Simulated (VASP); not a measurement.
OSZICAR of a VASP run on Ni₃Si (L1_2):

### OSZICAR
```
       N       E                     dE             d eps       ncg     rms          rms(c)
DAV:   1     0.180072094503E+03    0.18007E+03   -0.16387E+04  1470   0.224E+03
DAV:   2    -0.423748622905E+02   -0.22245E+03   -0.21483E+03  1470   0.386E+02
DAV:   3    -0.538322511504E+02   -0.11457E+02   -0.11019E+02  1580   0.118E+02
DAV:   4    -0.540884133812E+02   -0.25616E+00   -0.25484E+00  1710   0.156E+01
DAV:   5    -0.540971831268E+02   -0.87697E-02   -0.87693E-02  1715   0.278E+00    0.201E+01
DAV:   6    -0.505973224931E+02    0.34999E+01   -0.67517E+01  1676   0.140E+02    0.191E+01
DAV:   7    -0.463459857459E+02    0.42513E+01   -0.17307E+01  1613   0.724E+01    0.442E+00
DAV:   8    -0.463884330446E+02   -0.42447E-01   -0.86531E-01  1752   0.876E+00    0.249E+00
DAV:   9    -0.463375059823E+02    0.50927E-01   -0.22017E-01  1664   0.774E+00    0.486E-01
DAV:  10    -0.463451559529E+02   -0.76500E-02   -0.16592E-02  1736   0.132E+00    0.159E-01
DAV:  11    -0.463456691790E+02   -0.51323E-03   -0.46713E-03  1609   0.639E-01    0.906E-02
DAV:  12    -0.463465959390E+02   -0.92676E-03   -0.12502E-03  1702   0.382E-01    0.360E-02
DAV:  13    -0.463466064566E+02   -0.10518E-04   -0.15086E-04  1595   0.128E-01    0.144E-02
DAV:  14    -0.463466452831E+02   -0.38826E-04   -0.72095E-05  1540   0.794E-02    0.108E-02
DAV:  15    -0.463466429253E+02    0.23578E-05   -0.20858E-05  1705   0.741E-02    0.660E-03
DAV:  16    -0.463466495738E+02   -0.66485E-05   -0.99814E-06  1631   0.422E-02    0.174E-03
DAV:  17    -0.463466496378E+02   -0.63910E-07   -0.64843E-07  1538   0.972E-03
   1 F= -.46346650E+02 E0= -.46346483E+02  d E =-.499912E-03
```

Task: Which electronic solver shows in the log?

Result: It is blocked Davidson (ALGO = Normal, or the opening steps of other solvers). The INCAR had ALGO = Normal.

Task: How was spin treated?

Result: Without spin polarisation: there is no mag entry.

Task: Can the final energy be trusted as converged?

Result: Self-consistency was reached. It stopped with EDIFF = 1E-7, NELM = 100 (r2SCAN meta-GGA, plane waves, VASP's PBE PAW potentials (set 64)).

The compound is Ni3Si in the L1_2 structure. This cell is one point of a volume scan, at 1.03 of the reference volume. The run is not spin-polarised, so no magnetic state was tried.
